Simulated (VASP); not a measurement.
These are TPSS meta-GGA, VASP's PBE PAW potentials (set 64) (plane waves; VASP) values and carry that method's errors.

The input files of a VASP run:

### KPOINTS
```
kpoints
0
G
8 8 5
```

INCAR:
```
! general
SYSTEM  = SiC
PREC    = Accurate
ENCUT   = 520   ! plane-wave cut-off (eV)
LREAL   = .FALSE.   ! projection in real space or not
LASPH   = .TRUE.   ! aspherical one-centre terms

! electronic loop
EDIFF   = 1E-7   ! SCF stop (eV)
NELM    = 100   ! most electronic steps
ALGO    = Normal   ! blocked Davidson
LMIXTAU = .TRUE.

! smearing
ISMEAR  = 0   ! Gaussian
SIGMA   = 0.05   ! width (eV)

! functional
METAGGA = TPSS

! ions
IBRION  = 2   ! conjugate gradients
NSW     = 30
ISIF    = 4
EDIFFG  = -0.01   ! ionic stop

! output
LWAVE   = .FALSE.
LCHARG  = .FALSE.
```

### POSCAR
```
SiC
1.0
  1.5559409930  -2.6949686070   0.0000000000
  1.5559409930   2.6949686070   0.0000000000
  0.0000000000   0.0000000000   5.1081124064
Si C
2 2
direct
  0.6666670000   0.3333330000   0.4996284708
  0.3333330000   0.6666670000   0.9996284708
  0.6666670000   0.3333330000   0.8753715292
  0.3333330000   0.6666670000   0.3753715292
```

POTCAR, in this order: Si C (PBE.64 set). Program: vasp_std.

The resulting files:

### OUTCAR
```
 ion  position               nearest neighbor table
   1  0.667  0.333  0.500-   4 1.91   4 1.91   4 1.91   3 1.92   2 3.12   2 3.12   2 3.12   2 3.12
                             2 3.12   2 3.12
   2  0.333  0.667  1.000-   3 1.91   3 1.91   3 1.91   4 1.92   1 3.12   1 3.12   1 3.12   1 3.12
                             1 3.12   1 3.12
   3  0.667  0.333  0.875-   2 1.91   2 1.91   2 1.91   1 1.92
   4  0.333  0.667  0.375-   1 1.91   1 1.91   1 1.91   2 1.92
  LATTYP: Found a hexagonal cell.
 ALAT       =     3.1118817726
 C/A-ratio  =     1.6414866565
 Subroutine PRICEL returns:
 Original cell was already a primitive cell.
 Subroutine GETGRP returns: Found 12 space group operations
The static configuration has the point symmetry C_3v.
 The point group associated with its full space group is C_6v.
The dynamic configuration has the point symmetry C_3v.
 Subroutine INISYM returns: Found 12 space group operations
 Subroutine IBZKPT returns following result:
 Found     30 irreducible k-points:

 Following reciprocal coordinates:
            Coordinates               Weight
  0.000000  0.000000  0.000000      1.000000
  0.125000  0.000000  0.000000      6.000000
  0.250000  0.000000  0.000000      6.000000
  0.375000  0.000000  0.000000      6.000000
  0.500000  0.000000  0.000000      3.000000
  0.125000  0.125000  0.000000      6.000000
  0.250000  0.125000  0.000000     12.000000
  0.375000  0.125000  0.000000     12.000000
  0.250000  0.250000  0.000000      6.000000
  0.375000  0.250000  0.000000      6.000000
  0.000000  0.000000  0.200000      2.000000
  0.125000  0.000000  0.200000     12.000000
  0.250000  0.000000  0.200000     12.000000
  0.375000  0.000000  0.200000     12.000000
  0.500000  0.000000  0.200000      6.000000
  0.125000  0.125000  0.200000     12.000000
  0.250000  0.125000  0.200000     24.000000
  0.375000  0.125000  0.200000     24.000000
...
```

File OSZICAR:
```
       N       E                     dE             d eps       ncg     rms          rms(c)
DAV:   1     0.306315619613E+02    0.30632E+02   -0.77528E+03   720   0.131E+03
DAV:   2    -0.412582516533E+02   -0.71890E+02   -0.66727E+02  1124   0.241E+02
DAV:   3    -0.447342969083E+02   -0.34760E+01   -0.34548E+01   944   0.467E+01
DAV:   4    -0.447908875455E+02   -0.56591E-01   -0.56516E-01   884   0.801E+00
DAV:   5    -0.447923503676E+02   -0.14628E-02   -0.14624E-02   944   0.104E+00    0.128E+01
DAV:   6    -0.411249486129E+02    0.36674E+01   -0.80453E+00   720   0.362E+01    0.700E+00
DAV:   7    -0.413416074937E+02   -0.21666E+00   -0.81674E+00   800   0.194E+01    0.308E+00
DAV:   8    -0.419460277817E+02   -0.60442E+00   -0.11910E+00   760   0.845E+00    0.179E+00
DAV:   9    -0.419281225041E+02    0.17905E-01   -0.17012E-01   868   0.352E+00    0.509E-01
DAV:  10    -0.419331396891E+02   -0.50172E-02   -0.63000E-02   760   0.295E+00    0.155E-01
DAV:  11    -0.419794887703E+02   -0.46349E-01   -0.26904E-02   804   0.183E+00    0.894E-02
DAV:  12    -0.419786553161E+02    0.83345E-03   -0.10216E-03   880   0.332E-01    0.733E-02
DAV:  13    -0.419811037897E+02   -0.24485E-02   -0.15169E-03   780   0.362E-01    0.150E-02
DAV:  14    -0.419811381836E+02   -0.34394E-04   -0.12615E-04   832   0.112E-01    0.867E-03
DAV:  15    -0.419811356459E+02    0.25377E-05   -0.61330E-06   888   0.327E-02    0.687E-03
DAV:  16    -0.419811586174E+02   -0.22971E-04   -0.64990E-06   852   0.285E-02    0.236E-03
DAV:  17    -0.419811573579E+02    0.12595E-05   -0.43446E-07   864   0.767E-03    0.156E-03
DAV:  18    -0.419811577666E+02   -0.40869E-06   -0.89391E-08   580   0.350E-03    0.552E-04
DAV:  19    -0.419811578554E+02   -0.88781E-07   -0.90153E-08   504   0.351E-03
   1 F= -.41981158E+02 E0= -.41981158E+02  d E =-.419812E+02
```

**OUTCAR**
```
------------------------ aborting loop because EDIFF is reached ----------------------------------------
  FORCE on cell =-STRESS in cart. coord.  units (eV):
  Direction    XX          YY          ZZ          XY          YZ          ZX
  --------------------------------------------------------------------------------------
  Total       -1.6425997     -1.6425994     -1.6052110      0.0000000      0.0000000      0.0000000
  in kB      -61.4334691    -61.4334579    -60.0351271      0.0000000      0.0000000      0.0000000
  external PRESSURE =     -60.9673514 kB  Pullay stress =       0.0000000 kB
  volume of cell :       42.84
      direct lattice vectors                 reciprocal lattice vectors
     1.555940993 -2.694968607  0.000000000     0.321348947 -0.185530918  0.000000000
     1.555940993  2.694968607  0.000000000     0.321348947  0.185530918  0.000000000
     0.000000000  0.000000000  5.108112406     0.000000000  0.000000000  0.195767031
  FREE ENERGIE OF THE ION-ELECTRON SYSTEM (eV)
  ---------------------------------------------------
  free  energy   TOTEN  =       -41.9811578554 eV

  energy  without entropy=      -41.9811578554  energy(sigma->0) =      -41.98115786

 reached required accuracy - stopping structural energy minimisation
```
(Selected blocks of OUTCAR.)

The compound is SiC in the wurtzite structure, the rare 2H polytype. This cell is one point of a volume scan, at 1.03 of the reference volume.
